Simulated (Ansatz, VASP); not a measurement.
# One calculation of MnHg3, two programs

INCAR

```
PREC = Accurate ; ENCUT = 520
EDIFF = 1E-6 ; ISMEAR = 0
SIGMA = 0.1 ; LREAL = F
LASPH = T ; NELM = 150
ALGO = Normal ; ISIF = 2
LWAVE = F ; LCHARG = F
ISPIN = 2 ; MAGMOM = 4 0 0 0
LORBIT = 11 ; LMAXMIX = 4
GGA = PE ; NBANDS = 36
```

Contents of KPOINTS:

```
regular mesh
0
Gamma
  4 4 4
```

File POSCAR:

```
MnHg3
1.0
    4.4178500000      0.0000000000      0.0000000000
    0.0000000000      4.4178500000      0.0000000000
    0.0000000000      0.0000000000      4.4178500000
Mn Hg
1 3
Direct
    0.0000000000      0.0000000000      0.0000000000
    0.5000000000      0.0000000000      0.5000000000
    0.0000000000      0.5000000000      0.5000000000
    0.5000000000      0.5000000000      0.0000000000
```

Input for Ansatz:

```yaml
crystal:
  lattice:
    - [4.41785, 0.0, 0.0]
    - [0.0, 4.41785, 0.0]
    - [0.0, 0.0, 4.41785]
  atoms:
    - { symbol: Mn, position: [0.0, 0.0, 0.0], spin: 4.0 }
    - { symbol: Hg, position: [0.5, 0.0, 0.5] }
    - { symbol: Hg, position: [0.0, 0.5, 0.5] }
    - { symbol: Hg, position: [0.5, 0.5, 0.0] }
basis:
  ecutwfc: 420
kpoints:
  mp_grid: { grid: [4, 4, 4] }
hamiltonian:
  xc: pbe
scf:
  occupations: { method: gaussian, width: 0.1 }
output:
  forces: true
  stress: true
  eigenvalues: true
  populations: true
magnetization:
  spin_polarized: true
```

The cell comes from a database or a generator and needn't be the stable form of this composition.

Alike in both runs: task single point; functional PBE; k mesh 4 × 4 × 4; occupations gaussian, width 0.1 eV; collinear spin.

|  | VASP | Ansatz |
| --- | --- | --- |
| version | VASP 6.6.1 | Ansatz 0.2.0 |
| potentials or method | VASP PAW PBE potentials, release 64 (Mn_pv, Hg) | scalar-relativistic, plane waves, PAW |
| plane-wave cutoff (eV) | 520 | 420 |
| valence electrons in the cell | 49 | 75 |

VASP gave:

- gap on the k mesh at the Fermi level (eV): none
- pressure (GPa): -0.5
- net moment per atom (μB): 0.99
- size of the moment on the site where the two differ most (μB): 3.99

Problem. Estimate Ansatz's values.

Solution. gap on the k mesh at the Fermi level (eV): none; pressure (GPa): -0.8; net moment per atom (μB): 0.99; size of the moment on the site where the two differ most (μB): 4.12.

Site moments also hang on the region over which each program counts them. A gap of «none» marks a metal or a gap that the smearing closes. The functional is the same, so the differences come from potentials, cutoffs and numerics. The two sets of potentials don't hold the same shells in valence.

The runs have no spin-orbit coupling, so splittings on Hg are missing.
